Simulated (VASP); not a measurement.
These are PBE GGA, VASP's PBE PAW potentials (set 64) (plane waves; VASP) values and carry that method's errors.

A VASP calculation is set up with these files.

**POSCAR**
```
YN
1
    0.0000000000     2.4400000000     2.4400000000
    2.4400000000     0.0000000000     2.4400000000
    2.4400000000     2.4400000000     0.0000000000
Y N
1 1
Direct
  0.0000000000   0.0000000000   0.0000000000
  0.5000000000   0.5000000000   0.5000000000
```

**KPOINTS**
```
Automatic mesh
0
Gamma
8 8 8
0 0 0
```

INCAR:
```
# general
SYSTEM   =  YN
PREC     =  Accurate
ENCUT    =  520
LREAL    =  .FALSE.
LASPH    =  .TRUE.

# electronic loop
EDIFF    =  1E-6
NELM     =  100
ALGO     =  Normal
LMAXMIX  =  4

# smearing
ISMEAR   =  0
SIGMA    =  0.05

# functional
GGA      =  PE

# ions
ISIF     =  2

# output
LWAVE    =  .FALSE.
LCHARG   =  .FALSE.
```

POTCAR, in this order: Y_sv N (PBE.64 set). Program: vasp_std.

Estimate the energy per atom (σ→0), pressure, band gap (on the k-mesh).

energy per atom (σ→0): -9.112 eV/atom
band gap (on the k-mesh): 0.18 eV
pressure: 2.48 GPa

OSZICAR:
```
...
DAV:   7    -0.182432952003E+02    0.16049E+00   -0.13180E+00   868   0.876E+00    0.242E+01
DAV:   8    -0.182350064848E+02    0.82887E-02   -0.27406E-01   848   0.497E+00    0.883E+00
DAV:   9    -0.182232536162E+02    0.11753E-01   -0.43204E-02   832   0.180E+00    0.699E-01
DAV:  10    -0.182234029507E+02   -0.14933E-03   -0.73351E-04   888   0.277E-01    0.615E-01
DAV:  11    -0.182236122470E+02   -0.20930E-03   -0.83466E-04   788   0.321E-01    0.104E-01
DAV:  12    -0.182236017644E+02    0.10483E-04   -0.79385E-05   832   0.809E-02    0.121E-01
DAV:  13    -0.182236012400E+02    0.52445E-06   -0.27259E-06   768   0.169E-02
   1 F= -.18223601E+02 E0= -.18223594E+02  d E =-.149029E-04
```

The compound is YN in the rock salt structure. The cell was not relaxed at this level.
